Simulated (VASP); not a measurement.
Consider the following.

```
CELL_PARAMETERS angstrom
      1.21828    -2.11012     0.00000
      1.21828     2.11012     0.00000
      0.00000     0.00000     8.23765
ATOMIC_POSITIONS crystal
  C  0.00000 0.00000 0.25000
  C  0.00000 0.00000 0.75000
  C  0.33333 0.66667 0.25000
  C  0.66667 0.33333 0.75000
```

These are AM05 GGA, VASP's PBE PAW potentials (set 64) (plane waves; VASP) values and carry that method's errors. Numerical set-up: 520 eV cut-off, 10×10×3 Γ-centred mesh, Gaussian smearing of 0.050 eV, potentials C.

Without a dispersion term in the relaxation, distances and binding between the weakly bound layers, chains or molecules are unreliable, and so is what depends on them.

The ions and cell shape at fixed volume are relaxed. Predict the relaxed structure.

```
CELL_PARAMETERS angstrom
      1.23005    -2.13051     0.00000
      1.23005     2.13051     0.00000
      0.00000     0.00000     8.08076
ATOMIC_POSITIONS crystal
  C  0.00000 0.00000 0.25000
  C  0.00000 0.00000 0.75000
  C  0.33333 0.66667 0.25000
  C  0.66667 0.33333 0.75000
```
Space group P6_3/mmc (194), at a tolerance of 0.03 Å.

How much energy does the relaxation gain?

The energy (σ→0) changes by -6.5 meV/atom, in 3 ionic steps.

The compound is C in the graphite structure. This cell is one point of a volume scan, at 0.97 of the reference volume. Symmetry was kept, so distortions that lower it aren't found.
